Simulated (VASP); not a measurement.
An input for Ansatz (written as the equivalent of a VASP run, and not itself run):

Ansatz 0.2 input:
```yaml
crystal:
  lattice:
    - [2.4949585, 0.0000000, 0.0000000]
    - [0.0000000, 2.4949585, 0.0000000]
    - [0.0000000, 0.0000000, 2.4949585]
  atoms:
    - { symbol: Rh, position: [0.0000000, 0.0000000, 0.0000000] }
kpoints:
  mp_grid: { grid: [16, 16, 16] }
hamiltonian:
  xc: pbesol
  pseudopotentials: { kind: paw }
scf:
  occupations: { method: tetrahedron }
  max_iter: 100
output: { forces: true, stress: true, eigenvalues: true }
```

Task: Translate this input to VASP (INCAR, KPOINTS, POSCAR, choice of POTCAR).

Result: One answer among several that fit: 
POSCAR:
```
Rh
1
    2.4949585489    -0.0000000000    -0.0000000000
   -0.0000000000     2.4949585489     0.0000000000
   -0.0000000000     0.0000000000     2.4949585489
Rh
1
Direct
  0.0000000000   0.0000000000   0.0000000000
```

INCAR:
```
SYSTEM = Rh
PREC = Accurate; ENCUT = 400; LREAL = F
LASPH = T
EDIFF = 1E-7; NELM = 100; ALGO = Normal
LMAXMIX = 4
ISMEAR = -5
GGA = PS
ISIF = 2
LWAVE = F; LCHARG = T; LORBIT = 11
NEDOS = 601
```

**KPOINTS**
```
Regular mesh
0
Gamma
  16 16 16
```

POTCAR, in this order: Rh_pv (PBE.64 set). Program: vasp_std.

What does not carry over: each code has its own PAW files, so the cut-off isn't converted (ENCUT is set for VASP's; basis.ecutwfc is left out, and Ansatz then takes the one that its files recommend); Ansatz stops its SCF on the density residual and VASP on the energy change (EDIFF).

The structure was generated: Rh was put into the simple-cubic type (Pm-3m), which need not be its known phase. It was relaxed first.
